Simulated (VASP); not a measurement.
Given:

```xyz
2
Lattice="2.8487 0.0000 0.0000 0.0000 2.8487 0.0000 0.0000 0.0000 2.8487" Properties=species:S:1:pos:R:3 pbc="T T T"
Al     1.4244     1.4244     1.4244
Fe     0.0000     0.0000     0.0000
```

The numbers are results of vdW-DF-cx, VASP's PBE PAW potentials (set 64) (plane waves; VASP), not measurements. Run with 520 eV cut-off, Gaussian smearing of 0.050 eV, potentials Al Fe.

**Question.** Give the energies of bands 1 to 8 at the high-symmetry points, in eV from the Fermi level.

**Answer.** 
```csv
band,Γ,X,M,R
1,-10.38,-6.09,-4.73,-3.36
2,-2.27,-5.94,-2.32,-3.36
3,-2.27,-1.59,-1.98,-3.36
4,0.18,-0.85,-1.98,0.94
5,0.18,-0.85,-0.60,0.94
6,0.18,0.32,-0.60,3.18
7,6.70,1.35,0.90,3.18
8,6.70,8.88,3.66,3.18
```

It has no gap at this level: it comes out as a metal or semimetal.

The compound is FeAl in the CsCl type structure. It was relaxed first, which changed the volume by -6 %. The run is not spin-polarised, so no magnetic state was tried. The electron count is odd and the run is not spin-polarised, which forces a metal.
